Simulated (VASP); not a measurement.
VASP ran on this input.

### POSCAR
```
ZnS
1
    0.0000000000     2.4485211044     2.4485211044
    2.4485211044     0.0000000000     2.4485211044
    2.4485211044     2.4485211044    -0.0000000000
Zn S
1 1
Direct
  0.0000000000   0.0000000000   0.0000000000
  0.2500000000   0.2500000000   0.2500000000
```

**INCAR**
```
SYSTEM = ZnS
PREC = Accurate
ENCUT = 500
EDIFF = 1E-6
NELM = 100
ALGO = Normal
LREAL = .FALSE.
LASPH = .TRUE.
ISMEAR = 0
SIGMA = 0.05
GGA = PE
LMAXMIX = 4
LWAVE = .FALSE.
LCHARG = .FALSE.
IBRION = 2
ISIF = 3
NSW = 40
EDIFFG = -0.02
PSTRESS = 450
```

KPOINTS:
```
Automatic mesh
0
Gamma
9 9 9
0 0 0
```

POTCAR, in this order: Zn S (PBE.64 set). Program: vasp_std.

### Question
Translate this PBE calculation to Ansatz.

### Answer
One equivalent input (not run):
Ansatz 0.2 input:
```yaml
crystal:
  lattice:
    - [0.0000000, 2.4485211, 2.4485211]
    - [2.4485211, 0.0000000, 2.4485211]
    - [2.4485211, 2.4485211, 0.0000000]
  atoms:
    - { symbol: Zn, position: [0.0000000, 0.0000000, 0.0000000] }
    - { symbol: S, position: [0.2500000, 0.2500000, 0.2500000] }
kpoints:
  mp_grid: { grid: [9, 9, 9] }
hamiltonian:
  xc: pbe
  pseudopotentials: { kind: paw }
scf:
  occupations: { method: gaussian, width: 0.05 }
  max_iter: 100
relax:
  max_steps: 40
  f_tol: 0.02
  cell: { p_target: 45 }
output: { forces: true, stress: true, eigenvalues: true }
```
What does not carry over: each code has its own PAW files, so the cut-off isn't converted (ENCUT is set for VASP's; basis.ecutwfc is left out, and Ansatz then takes the one that its files recommend); Ansatz stops its SCF on the density residual and VASP on the energy change (EDIFF).

The compound is ZnS in the zinc blende structure. It was relaxed first under an external pressure of 45 GPa.
